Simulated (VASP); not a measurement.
Set up this calculation in VASP 6.6.1, as the native input.

| Property | Result |
| --- | --- |
| Task | single point |
| Functional | PBEsol |
| Potentials or basis | VASP PAW PBE potentials, release 64 (Ru_pv, Te) |
| Cutoff | 520 eV |
| k mesh | 5 × 5 × 5 |
| Occupations | gaussian, width 0.05 eV |
| Spin | collinear spin, random start |
| Starting moments | [-0.3, 0.0] μB |
| Hubbard terms | Ru d U = 2 eV |
| Further INCAR settings | ALGO = Fast; EDIFF = 1e-06 |

The structure of TeRu lies in POSCAR:

```
TeRu
1.0
    0.0000000000      3.1139297200      3.1139297200
    3.1139297200      0.0000000000      3.1139297200
    3.1139297200      3.1139297200      0.0000000000
Ru Te
1 1
Direct
    0.0000000000      0.0000000000      0.0000000000
    0.2500000000      0.2500000000      0.2500000000
```

The cell comes from a database or a generator and needn't be the stable form of this composition.

One way to write it, as run:

INCAR

```
SYSTEM = TeRu
PREC = Accurate
ENCUT = 520
EDIFF = 1E-6
ISMEAR = 0
SIGMA = 0.05
LREAL = .False.
LASPH = .True.
NELM = 80
ALGO = Fast
ISIF = 2
LWAVE = .False.
LCHARG = .True.
ISPIN = 2
MAGMOM = -0.3 0
LORBIT = 11
LMAXMIX = 4
LDAU = .True.
LDAUTYPE = 2
LDAUL = 2 -1
LDAUU = 2 0
LDAUJ = 0 0
LDAUPRINT = 1
GGA = PS
LELF = .True.
LVHAR = .True.
```

KPOINTS

```
regular mesh
0
Gamma
  5 5 5
  0 0 0
```

Potentials or basis: VASP PAW PBE potentials, release 64 (Ru_pv, Te).

The run is started by

```console
$ cat potpaw_PBE.64/Ru_pv/POTCAR potpaw_PBE.64/Te/POTCAR > POTCAR
$ mpirun -np 1 vasp_std > vasp.out
```

Results of the run:

The pressure is -13.4 GPa, the band gap on the k mesh is none (metal or under the smearing width) and the net moment is -0.16 μB per cell. The site moments are Ru -0.18; Te +0.02 μB and the valence electrons inside the program's atomic spheres are Ru 12.50; Te 3.31.

Caveat: the PAW data sets were made with another functional, which shifts forces and pressure a little; the U is typed as a test and isn't derived for this compound.

It took 68 s on 1 thread of AMD EPYC 7R43 64-Core Processor (Zen 3) (shared host), peak memory 0.2 GiB.
